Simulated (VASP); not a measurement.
Given:

```cif
data_O3SrV
_chemical_formula_sum 'Sr1 V1 O3'
_space_group_name_H-M_alt 'P 1'
_space_group_IT_number 1
_cell_length_a 3.83765
_cell_length_b 3.83765
_cell_length_c 3.83765
_cell_angle_alpha 90.000
_cell_angle_beta 90.000
_cell_angle_gamma 90.000
loop_
_space_group_symop_operation_xyz
  'x, y, z'
loop_
_atom_site_label
_atom_site_type_symbol
_atom_site_fract_x
_atom_site_fract_y
_atom_site_fract_z
_atom_site_occupancy
Sr1 Sr 0.00000 0.00000 0.00000 1
V1 V 0.50000 0.50000 0.50000 1
O1 O 0.50000 0.00000 0.50000 1
O2 O 0.00000 0.50000 0.50000 1
O3 O 0.50000 0.50000 0.00000 1
```

These are optB86b-vdW, VASP's PBE PAW potentials (set 64) (plane waves; VASP 6.6.1) values and carry that method's errors. Settings: 520 eV cut-off, 8×8×8 Γ-centred mesh, first-order Methfessel-Paxton smearing of 0.10 eV, potentials Sr_sv V_sv O.

**Question.** Give the energy at these volumes per atom, relative to the lowest: 10.61, 10.95, 11.28, 11.62, 11.96 Å³.

**Answer.** 29.2, 7.3, 0.0, 5.1, 20.8 meV/atom. A third-order Birch-Murnaghan fit gives B0 = 194 GPa and B0′ = 4.5.

Measured: a 3.842 Å (computed value off by -0.1 %), as given by Samuel D. Marks et al., Physical Review Materials (2021), arXiv:2103.05797. The calculation is for a static lattice, while the measured a holds thermal and zero-point effects, which are part of the difference.

The compound is SrVO3 in the cubic perovskite structure. It was relaxed first. The run is not spin-polarised, so no magnetic state was tried.
